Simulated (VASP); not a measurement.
An input for Ansatz (written as the equivalent of a VASP run, and not itself run):

Ansatz 0.2 input:
```yaml
crystal:
  lattice:
    - [1.5227936, -2.6375559, 0.0000000]
    - [1.5227936, 2.6375559, 0.0000000]
    - [0.0000000, 0.0000000, 4.8493053]
  atoms:
    - { symbol: Al, position: [0.6666670, 0.3333330, 0.4992307] }
    - { symbol: Al, position: [0.3333330, 0.6666670, 0.9992307] }
    - { symbol: N, position: [0.6666670, 0.3333330, 0.8827693] }
    - { symbol: N, position: [0.3333330, 0.6666670, 0.3827693] }
kpoints:
  mp_grid: { grid: [8, 8, 5] }
hamiltonian:
  xc: pbe
  pseudopotentials: { kind: paw }
scf:
  occupations: { method: gaussian, width: 0.05 }
  max_iter: 100
relax:
  max_steps: 40
  f_tol: 0.02
  cell: { p_target: 20 }
output: { forces: true, stress: true, eigenvalues: true }
```

Q: Write the VASP files for the same calculation (PBE).

A: One answer among several that fit: 
INCAR:
```
NSW = 40   # most ionic steps
GGA = PE   # PBE
ISMEAR = 0
SYSTEM = AlN
ALGO = Normal   # blocked Davidson
ISIF = 3
EDIFF = 1E-6   # SCF stop (eV)
LWAVE = .FALSE.
PREC = Accurate
EDIFFG = -0.02   # ionic stop
PSTRESS = 200   # kbar
NELM = 100
SIGMA = 0.05   # width (eV)
LCHARG = .FALSE.
IBRION = 2   # conjugate gradients
LREAL = .FALSE.   # projection in real space or not
LASPH = .TRUE.   # aspherical one-centre terms
ENCUT = 620   # plane-wave cut-off (eV)
```

**POSCAR**
```
AlN
1
    1.5227936147    -2.6375559022    -0.0000000000
    1.5227936147     2.6375559022     0.0000000000
    0.0000000000    -0.0000000000     4.8493052669
Al N
2 2
Direct
  0.6666670000   0.3333330000   0.4992307257
  0.3333330000   0.6666670000   0.9992307257
  0.6666670000   0.3333330000   0.8827692743
  0.3333330000   0.6666670000   0.3827692743
```

File KPOINTS:
```
Regular mesh
0
G
8 8 5
0 0 0
```

POTCAR, in this order: Al N (PBE.64 set). Program: vasp_std.

The two are equivalent in intent, not identical: each code has its own PAW files, so the cut-off isn't converted (ENCUT is set for VASP's; basis.ecutwfc is left out, and Ansatz then takes the one that its files recommend); Ansatz stops its SCF on the density residual and VASP on the energy change (EDIFF).

The compound is AlN in the wurtzite structure. It was relaxed first under an external pressure of 20 GPa.
